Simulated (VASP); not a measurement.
A convergence study with VASP on CsBr (space group Pm-3m): one setting is varied, all else stays as given below, so the limit is that of these other settings.

```xyz
2
Lattice="4.2686 0.0000 0.0000 0.0000 4.2686 0.0000 0.0000 0.0000 4.2686" Properties=species:S:1:pos:R:3 pbc="T T T"
Cs     0.0000     0.0000     0.0000
Br     2.1343     2.1343     2.1343
```

The numbers are results of PBE GGA, VASP's PBE PAW potentials (set 64) (plane waves; VASP 6.6.1), not measurements. The tightest run used: 300 eV cut-off, 11×11×11 Γ-centred mesh, Gaussian smearing of 0.010 eV, potentials Cs_sv Br.

```tsv
setting	highest Γ mode (cm⁻¹)	irreducible k-points
2×2×2 mesh	54.7	4
3×3×3 mesh	71.1	4
4×4×4 mesh	71.9	10
```

Question: These are the cheaper rows. Estimate the results at 11×11×11 mesh, and how far the last row shown lies from them.

Answer: 
| quantity | tightest run | last row shown is off by |
|---|---|---|
| highest Γ mode (cm⁻¹) | 72.0 | -0.1 |

Left out are rungs that failed or repeat a setting and relaxations that didn't move; long series are thinned to 24 rows.

The structure is a typed CsBr crystal (space group no. 221). The cell was not relaxed at this level.
